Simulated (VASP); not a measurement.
A run of VASP 6.6.1 is set up as follows.

INCAR

```
SYSTEM = TiClF3
PREC = Accurate
ENCUT = 520
EDIFF = 1E-6
ISMEAR = 0
SIGMA = 0.01
LREAL = .False.
LASPH = .True.
NELM = 60
ALGO = Normal
ISIF = 2
LWAVE = .False.
LCHARG = .True.
GGA = PE
LELF = .True.
```

Contents of KPOINTS:

```
Automatic mesh
0
Gamma
  1 1 1
  0 0 0
```

POSCAR

```
TiClF3
1.0
   12.0000000000      0.0000000000      0.0000000000
    0.0000000000     13.0000000000      0.0000000000
    0.0000000000      0.0000000000     12.0000000000
F Ti Cl
3 1 1
Direct
    0.3956500000      0.4322000000      0.6178875000
    0.6065166700      0.4117153800      0.5144291700
    0.4094500000      0.3858615400      0.3877791700
    0.4704500000      0.4539153800      0.4962958300
    0.4701250000      0.6173692300      0.4576375000
```

Potentials or basis: VASP PAW PBE potentials, release 64 (F, Ti_sv, Cl).

Run with:

```console
$ cat potpaw_PBE.64/F/POTCAR potpaw_PBE.64/Ti_sv/POTCAR potpaw_PBE.64/Cl/POTCAR > POTCAR
$ mpirun -np 1 vasp_gam > vasp.out
```

Estimate the largest force.

0.993 eV/Å.

Estimate the gap between the frontier levels.

4.58 eV.

Forces in eV/Å, atoms in the order of the input:
```
F   -0.509 -0.165  0.833
F    0.933 -0.318  0.124
F   -0.418 -0.508 -0.742
Ti  -0.005  0.630 -0.137
Cl  -0.001  0.361 -0.078
```

As with any semilocal functional, this PBE gap is likely too small.
